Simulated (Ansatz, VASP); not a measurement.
**BPd4 in VASP and in Ansatz**

```
Pd B
1.0
     2.89203    0.00000    0.00000
     0.00000    4.36501    0.00000
     0.00000    0.00000    5.85632
Pd B
4 1
Direct
  0.50000 0.00000 0.19758
  0.00000 0.00000 0.61947
  0.00000 0.50000 0.32916
  0.50000 0.50000 0.86756
  0.50000 0.00000 0.86323
```

The cell comes from a database or a generator and needn't be the stable form of this composition.

Alike in both runs: functional RPBE; k mesh 9 × 6 × 5; occupations fermi-dirac, width 0.05 eV; no spin polarisation.

```csv
,VASP,Ansatz
version,VASP 6.6.1,Ansatz 0.2.0
potentials or method,"VASP PAW PBE potentials, release 64 (Pd, B)",Ansatz PAW
plane-wave cutoff (eV),520,420
valence electrons in the cell,43,75
task,single point,projected density of states
```

|  | VASP | Ansatz | Ansatz less VASP |
| --- | --- | --- | --- |
| gap on the k mesh at the Fermi level (eV) | none | none | - |
| pressure (GPa) | 2.8 | 2.8 | -0.04 |
| largest component of the traceless stress (GPa) | 0.73 | 0.87 | +0.140 |
| rms of the force components (eV/Å) | 0.063 | 0.081 | +0.0181 |

Atom by atom the forces differ by 0.021 eV/Å (rms over components). A gap of «none» marks a metal or a gap that the smearing closes. The two sets of potentials don't hold the same shells in valence.

Caveats: the PAW data sets were made with another functional, which shifts forces and pressure a little (VASP); the PAW data sets come from PBE, with cores solved anew for the run's functional, which leaves a small shift of forces and pressure (Ansatz); the density of states is complete only up to the lowest level of the last band computed (Ansatz).
